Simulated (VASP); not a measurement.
# NaSc (P-6m2) in VASP: equation of state

How stiff is NaSc in PBE, and what volume does it want? The cell is scaled to several volumes.

Everything below comes from runs of VASP 6.6.1. Logs are shortened: lines on timing, memory, paths and dates and some standing lists are left out, and cuts for length are marked.

## Step 1: The structure

It takes space group P-6m2 (No. 187, hexagonal). The conventional cell has a = 3.262 Å, b = 3.262 Å, c = 6.098 Å, α = 90.00°, β = 90.00°, γ = 120.00°. Na (site symmetry -6m2) has 6 Na at 3.26 Å and 6 Sc at 3.58 Å as nearest neighbours. Around Sc (site symmetry -6m2) lie 6 Sc at 3.26 Å and 6 Na at 3.58 Å.

The cell was built by a generator and needn't be a form met in nature.

## Step 2: Equation of state, PBE, 26.41 Å³/atom (volume scaled by 0.94)

INCAR

```
SYSTEM = NaSc
  PREC = Accurate
  ENCUT = 520
  EDIFF = 1E-7
  ISMEAR = -1
  SIGMA = 0.05
  LREAL = .FALSE.
  LASPH = .TRUE.
  NELM = 100
  ALGO = Normal
  ISIF = 2
  LWAVE = .FALSE.
  LCHARG = .FALSE.
  GGA = PE
  NBANDS = 16
```

KPOINTS

```
regular mesh
0
G
  9 9 5
  0 0 0
```

POSCAR

```
NaSc
1.0
    3.1953413156      0.0000000000      0.0000000000
   -1.5976657599      2.7672425944      0.0000000000
    0.0000000000      0.0000000000      5.9732320110
Na Sc
1 1
Direct
    0.0000000000      0.0000000000      0.5000000000
    0.3333300000      0.6666700000      0.0000000000
```

Potentials or basis: VASP PAW PBE potentials, release 64 (Na_pv, Sc_sv).

Command:

```sh
$ cat potpaw_PBE.64/Na_pv/POTCAR potpaw_PBE.64/Sc_sv/POTCAR > POTCAR
$ mpirun -np 1 vasp_std > vasp.out
```

OUTCAR:

```text
SYSTEM = NaSc
   PREC = Accurate
   ENCUT = 520
   EDIFF = 1E-7
   ISMEAR = -1
   LREAL = .FALSE.
   LASPH = .TRUE.
   NELM = 100
   ISIF = 2
   GGA = PE

 Found     75 irreducible k-points:

 Following reciprocal coordinates:
            Coordinates               Weight
  0.000000  0.000000  0.000000      1.000000
  0.111111 -0.000000  0.000000      4.000000
 -0.111111  0.111111  0.000000      2.000000
  0.222222  0.000000  0.000000      4.000000
 -0.222222  0.222222  0.000000      2.000000
  0.333333 -0.000000  0.000000      4.000000
   k-points           NKPTS =     75   k-points in BZ     NKDIM =     75   number of bands    NBANDS=     16
   number of dos      NEDOS =    301   number of ions     NIONS =      2
   total plane-waves  NPLWV =  27648
   dimension x,y,z NGX =    24 NGY =   24 NGZ =   48
   dimension x,y,z NGXF=    48 NGYF=   48 NGZF=   96
   ions per type =               1   1
   NGX,Y,Z   is equivalent  to a cutoff of  12.49, 12.49, 13.36 a.u.
   NGXF,Y,Z  is equivalent  to a cutoff of  24.97, 24.97, 26.72 a.u.
 SYSTEM =  NaSc
   PREC   = accura    normal or accurate (medium, high low for compatibility)
   ISTART =      0    job   : 0-new  1-cont  2-samecut
   ICHARG =      2    charge: 1-file 2-atom 10-const
   ISPIN  =      1    spin polarized calculation?
   LNONCOLLINEAR =      F non collinear calculations
   LSORBIT =      F    spin-orbit coupling
   LASPH  =      T    aspherical Exc in radial PAW
   ENCUT  =  520.0 eV  38.22 Ry    6.18 a.u.   5.94  5.94 11.11*2*pi/ulx,y,z
   NELM   =    100;   NELMIN=  2; NELMDL= -5     # of ELM steps
   EDIFF  = 0.1E-06   stopping-criterion for ELM
   LREAL  =      F    real-space projection
   EDIFFG = 0.1E-05   stopping-criterion for IOM
   NSW    =      0    number of steps for IOM
   IBRION =     -1    ionic relax: 0-MD 1-quasi-New 2-CG
   NFREE  =      0    steps in history (QN), initial steepest desc. (CG)
   ISIF   =      2    stress and relaxation
   ISYM   =      2    0-nonsym 1-usesym 2-fastsym
   POTIM  = 0.5000    time-step for ionic-motion
   TEBEG  =    0.0;   TEEND  =   0.0 temperature during run
   PSTRESS=    0.0 pullay stress
   NELECT =      18.0000    total number of electrons
   NUPDOWN=      -1.0000    fix difference up-down
   EMIN   =  10.00;   EMAX   =-10.00  energy-range for DOS
   EFERMI =   0.00;   METHOD = LEGACY
   ISMEAR =    -1;   SIGMA  =   0.05  broadening in eV -4-tet -1-fermi 0-gaus
   EFERMI_NEDOS =   21; number of points for ismear=-14 and -15
   IALGO  =     38    algorithm
   IMIX   =      4    mixing-type and parameters
     AMIX     =   0.40;   BMIX     =  1.00
     AMIX_MAG =   1.60;   BMIX_MAG =  1.00
  volume/ion in A,a.u.               =      26.41       178.21
  Fermi-wavevector in a.u.,A,eV,Ry     =   1.143513  2.160926 17.791272  1.307622
  Thomas-Fermi vector in A             =   2.280208
   LORBIT       =      0    0 simple, 1 ext, 2 COOP (PROOUT), +10 PAW based schemes
   GGA     = PE    functional components
   LHFCALC =     F    Hartree Fock is set to
   AEXX    =    0.0000 exact exchange contribution
   IVDW    =     0    specifies the selected vdW correction
   LEPSILON=     F    determine dielectric tensor
   LRPA    =     F    only Hartree local field effects (RPA)
 non-spin polarized calculation
  energy-cutoff  :      520.00
  volume of cell :       52.82
 maximum number of plane-waves:      1439
   NGX = 11   NGY = 11   NGZ = 23

 number of electron      17.9999992 magnetization

 Free energy of the ion-electron system (eV)
  ---------------------------------------------------
  ext. energy  EPLUGINS =         0.00000000
  ---------------------------------------------------
  free energy    TOTEN  =        -6.85062347 eV

  energy without entropy =       -6.82835302  energy(sigma->0) =       -6.83948824

 E-fermi :   2.3194     XC(G=0):  -8.5415

 val. band max:        2.3025799575   @ k =  -0.1111   0.4444   0.0000
 cond. band min:       2.3381532979   @ k =   0.0000   0.0000   0.2000
 fundamental gap:      0.0355733405
 Fermi energy:         2.3194148055

 k-point     1 :       0.0000    0.0000    0.0000
  band No.  band energies     occupation
      1     -47.4916      2.00000
      2     -26.1550      2.00000
      3     -25.9092      2.00000
      4     -25.9092      2.00000
      5     -21.8925      2.00000
      6     -21.8925      2.00000
      7     -21.8882      2.00000
      8      -2.2484      2.00000
      9       1.0996      2.00000
     10       2.0210      1.99490
     11       3.8154      0.00000
     12       3.8154      0.00000
     13       5.1592      0.00000
     14       5.1592      0.00000
     15       5.6019      0.00000
     16      14.2692      0.00000

 k-point     2 :       0.1111   -0.0000    0.0000
  band No.  band energies     occupation
      1     -47.4857      2.00000
      2     -26.1487      2.00000
      3     -25.9528      2.00000
      4     -25.9192      2.00000
      5     -21.9078      2.00000
      6     -21.8959      2.00000
      7     -21.8859      2.00000
      8      -1.9672      2.00000
      9       1.3428      2.00000
     10       2.0428      1.99211
     11       3.5911      0.00000
     12       4.0201      0.00000
     13       5.0989      0.00000
     14       5.2141      0.00000
     15       5.7006      0.00000
     16      13.7007      0.00000

 k-point     3 :      -0.1111    0.1111    0.0000
  band No.  band energies     occupation
      1     -47.4857      2.00000
      2     -26.1487      2.00000
      3     -25.9528      2.00000
      4     -25.9192      2.00000
      5     -21.9078      2.00000
      6     -21.8959      2.00000
      7     -21.8859      2.00000
      8      -1.9672      2.00000
      9       1.3428      2.00000
     10       2.0428      1.99211
     11       3.5911      0.00000
     12       4.0201      0.00000
     13       5.0989      0.00000
     14       5.2141      0.00000
     15       5.7006      0.00000
     16      13.7007      0.00000

 k-point     4 :       0.2222    0.0000    0.0000
  band No.  band energies     occupation
      1     -47.4707      2.00000
      2     -26.1326      2.00000
      3     -26.0616      2.00000
      4     -25.9444      2.00000
      5     -21.9462      2.00000
      6     -21.9045      2.00000
      7     -21.8800      2.00000
      8      -1.1691      2.00000
      9       1.9499      1.99877
     10       2.0849      1.98179
     11       3.1647      0.00000
     12       4.5860      0.00000
     13       4.9503      0.00000
     14       5.4379      0.00000
     15       5.9760      0.00000
     16      10.8345      0.00000

 k-point     5 :      -0.2222    0.2222    0.0000
  band No.  band energies     occupation
      1     -47.4707      2.00000
      2     -26.1326      2.00000
      3     -26.0616      2.00000
      4     -25.9444      2.00000
      5     -21.9462      2.00000
      6     -21.9045      2.00000
      7     -21.8800      2.00000
      8      -1.1691      2.00000
      9       1.9499      1.99877
     10       2.0849      1.98179
     11       3.1647      0.00000
     12       4.5860      0.00000
     13       4.9503      0.00000
     14       5.4379      0.00000
     15       5.9760      0.00000
     16      10.8345      0.00000

 k-point     6 :       0.3333   -0.0000    0.0000
  band No.  band energies     occupation
      1     -47.4536      2.00000
      2     -26.1833      2.00000
      3     -26.1142      2.00000
      4     -25.9729      2.00000
      5     -21.9895      2.00000
      6     -21.9144      2.00000
      7     -21.8733      2.00000
      8      -0.0109      2.00000
      9       2.1100      1.97013
     10       2.2264      1.73049
     11       3.2968      0.00000
     12       4.7877      0.00000
     13       5.3452      0.00000
     14       5.9049      0.00000
     15       6.3934      0.00000
     16       8.4551      0.00000

 [... further k-points ...]

------------------------ aborting loop because EDIFF is reached ----------------------------------------

  FORCE on cell =-STRESS in cart. coord.  units (eV):
  Direction    XX          YY          ZZ          XY          YZ          ZX
  --------------------------------------------------------------------------------------
  -------------------------------------------------------------------------------------
  Total        0.5931189      0.5930637      0.4712079     -0.0000452      0.0000000      0.0000000
  in kB       17.9919590     17.9902841     14.2938532     -0.0013718      0.0000000      0.0000000
  external PRESSURE =      16.7586988 kB  Pullay stress =       0.0000000 kB

 VOLUME and BASIS-vectors are now :
 -----------------------------------------------------------------------------
  energy-cutoff  :      520.00
  volume of cell :       52.82
      direct lattice vectors                 reciprocal lattice vectors
     3.195341316  0.000000000  0.000000000     0.312955613  0.180684725  0.000000000
    -1.597665760  2.767242594  0.000000000     0.000000000  0.361370558  0.000000000
     0.000000000  0.000000000  5.973232011     0.000000000  0.000000000  0.167413554

 POSITION                                       TOTAL-FORCE (eV/Angst)
 -----------------------------------------------------------------------------------
      0.00000      0.00000      2.98662        -0.000004      0.000002      0.000000
     -0.00001      1.84484      0.00000         0.000004     -0.000002      0.000000
 -----------------------------------------------------------------------------------
    total drift:                               -0.000005     -0.000008      0.000000

  FREE ENERGIE OF THE ION-ELECTRON SYSTEM (eV)
  ---------------------------------------------------
  free  energy   TOTEN  =        -6.8506234716 eV

  energy  without entropy=       -6.8283530182  energy(sigma->0) =       -6.83948824
```

Run time: 96 s. Hardware: 1 thread of AMD EPYC, shared host; peak memory 0.17 GiB.

Results:

```
Free energy            : -6.8506 eV
Pressure               : 1.7 GPa
Band gap on the k mesh : none (metal or under the smearing width)
```

[end of part 1 of 2]
